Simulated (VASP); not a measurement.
Here is the system:

```
CdTe
1.0
    0.00000     3.03880     3.03880
    3.03880     0.00000     3.03880
    3.03880     3.03880     0.00000
Cd Te
1 1
Cartesian
  0.00000   0.00000   0.00000
  3.03880   3.03880   3.03880
```

All values below come from r2SCAN meta-GGA with spin-orbit coupling, VASP's PBE PAW potentials (set 64) (plane waves; VASP). Numerical set-up: 400 eV cut-off, 9×9×9 Γ-centred mesh, Gaussian smearing of 0.050 eV, potentials Cd Te.

Problem. Give the energies of bands 13 to 24 at the high-symmetry points, in eV from the Fermi level.

Solution. 
| band | Γ | X | U | L | W |
|---|---|---|---|---|---|
| 13 | -1.19 | -4.38 | -4.09 | -5.40 | -3.72 |
| 14 | -1.19 | -4.38 | -4.09 | -5.40 | -3.72 |
| 15 | -0.29 | -2.48 | -3.79 | -0.42 | -3.37 |
| 16 | -0.29 | -2.48 | -3.79 | -0.42 | -3.37 |
| 17 | -0.29 | -2.02 | -1.60 | 0.12 | -3.31 |
| 18 | -0.29 | -2.02 | -1.60 | 0.12 | -3.31 |
| 19 | 0.89 | -1.08 | 0.92 | 3.13 | 2.55 |
| 20 | 0.89 | -1.08 | 0.92 | 3.13 | 2.55 |
| 21 | 7.42 | 4.50 | 5.83 | 4.19 | 5.16 |
| 22 | 7.42 | 4.50 | 5.83 | 4.19 | 5.16 |
| 23 | 7.42 | 9.57 | 7.36 | 4.39 | 6.98 |
| 24 | 7.42 | 9.57 | 7.36 | 4.39 | 6.98 |

It has no gap at this level: it comes out as a metal or semimetal.

The structure comes from a computed database's CdTe entry (Fm-3m); how it stands against other phases isn't given here. It was relaxed first.
